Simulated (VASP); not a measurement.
Consider the following.

```xyz
2
Lattice="3.8807 0.0000 0.0000 0.0000 3.8807 0.0000 0.0000 0.0000 3.8807" Properties=species:S:1:pos:R:3 pbc="T T T"
Tl     0.0000     0.0000     0.0000
Cl     1.9403     1.9403     1.9403
```

All values below come from PBEsol GGA, VASP's PBE PAW potentials (set 64) (plane waves; VASP). Settings: 480 eV cut-off, 6×6×6 Γ-centred mesh, Gaussian smearing of 0.050 eV, potentials Tl_d Cl.

Problem. What does the run give for the energy per atom (σ→0), pressure?

Solution. 
| Property | Value |
|---|---|
| energy per atom (σ→0) | -3.217 eV/atom |
| pressure | -2.15 GPa |

The compound is TlCl in the CsCl type structure. This cell was strained or had an atom moved on purpose.
